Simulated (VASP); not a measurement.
VASP ran on this input.

File POSCAR:
```
CdF2
2.6400280
  0.0000000000   1.0000000000   1.0000000000
  1.0000000000   0.0000000000   1.0000000000
  1.0000000000   1.0000000000   0.0000000000
Cd F
1 2
Cartesian
  0.0000000000   0.0000000000   0.0000000000
  0.5000000000   0.5000000000   0.5000000000
  1.5000000000   1.5000000000   1.5000000000
```

KPOINTS:
```
Automatic mesh
0
Gamma
5 5 5
0 0 0
```

INCAR:
```
SYSTEM  =  CdF2
PREC  =  Accurate; ENCUT  =  400; LREAL  =  .FALSE.
LASPH  =  .TRUE.; ISYM  =  3
EDIFF  =  1E-6; NELM  =  100; ALGO  =  Normal
LMAXMIX  =  4
ISMEAR  =  0; SIGMA  =  0.01
GGA  =  PE; LHFCALC  =  .TRUE.; AEXX  =  0.25
HFSCREEN  =  0.2; PRECFOCK  =  Fast
ISIF  =  2
LWAVE  =  .FALSE.; LCHARG  =  .FALSE.
```

POTCAR, in this order: Cd F (PBE.64 set). Program: vasp_std.

Translate this HSE06 calculation to Ansatz.

One equivalent input (not run):
Ansatz 0.2 input:
```yaml
crystal:
  lattice:
    - [0.0000000, 2.6400280, 2.6400280]
    - [2.6400280, 0.0000000, 2.6400280]
    - [2.6400280, 2.6400280, 0.0000000]
  atoms:
    - { symbol: Cd, position: [0.0000000, 0.0000000, 0.0000000] }
    - { symbol: F, position: [0.2500000, 0.2500000, 0.2500000] }
    - { symbol: F, position: [0.7500000, 0.7500000, 0.7500000] }
kpoints:
  mp_grid: { grid: [5, 5, 5] }
hamiltonian:
  xc: hse06
  pseudopotentials: { kind: paw }
scf:
  occupations: { method: gaussian, width: 0.01 }
  max_iter: 100
output: { forces: true, stress: true, eigenvalues: true }
```
Limits of the translation: each code has its own PAW files, so the cut-off isn't converted (ENCUT is set for VASP's; basis.ecutwfc is left out, and Ansatz then takes the one that its files recommend); Ansatz stops its SCF on the density residual and VASP on the energy change (EDIFF); Ansatz's hse06 screens at 0.11 per bohr (0.208 per Å), slightly more than HFSCREEN = 0.2.

The structure comes from a computed database's CdF2 entry; how it stands against other phases isn't given here. The cell was not relaxed at this level.
